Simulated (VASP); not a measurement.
Given:

```
CELL_PARAMETERS angstrom
      0.00000     3.16216     3.16216
      3.16216     0.00000     3.16216
      3.16216     3.16216     0.00000
ATOMIC_POSITIONS crystal
  Ba 0.00000 0.00000 0.00000
  S  0.50000 0.50000 0.50000
```

All values below come from HSEsol screened hybrid, VASP's PBE PAW potentials (set 64) (plane waves; VASP). Run with 520 eV cut-off, 6×6×6 Γ-centred mesh, Gaussian smearing of 0.050 eV, potentials Ba_sv S.

Unless said otherwise, spin-orbit coupling is left out, though it shifts the bands of the heavy elements here.

What does the run give for the energy per atom (σ→0), pressure, band gap (on the k-mesh) with the smallest direct gap where there is one?

- band gap (on the k-mesh) = 2.87 eV
- smallest direct gap (on the k-mesh) = 3.01 eV
- energy per atom (σ→0) = -5.976 eV/atom
- pressure = 1.04 GPa

The absolute energy has meaning only against runs of the same code, potentials and settings.

The compound is BaS in the rock salt structure. This cell is one point of a volume scan, at 0.94 of the reference volume. The cell's shape comes from a PBE relaxation.
